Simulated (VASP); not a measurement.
Consider the following.

```xyz
2
Lattice="2.8399 0.0000 0.0000 0.0000 2.8399 0.0000 0.0000 0.0000 2.8399" Properties=species:S:1:pos:R:3 pbc="T T T"
Al     1.4199     1.4199     1.4199
Fe     0.0000     0.0000     0.0000
```

Computed with revTPSS meta-GGA, VASP's PBE PAW potentials (set 64) (plane waves; VASP). Numerical set-up: 520 eV cut-off, 14×14×14 Γ-centred mesh, tetrahedra with Blöchl corrections, potentials Al Fe.

Problem. What does the run give for the energy per atom (σ→0), band gap (over mesh and band path) with the smallest direct gap where there is one?

Solution. 
band gap (over mesh and band path): none (metal, semimetal or under 0.01 eV)
energy per atom (σ→0): -5.846 eV/atom

Total energies compare only between runs with the same potentials, cut-off and functional.

The compound is FeAl in the CsCl type structure. It was relaxed first, which changed the volume by -7 %. The run is not spin-polarised, so no magnetic state was tried. The electron count is odd and the run is not spin-polarised, which forces a metal.
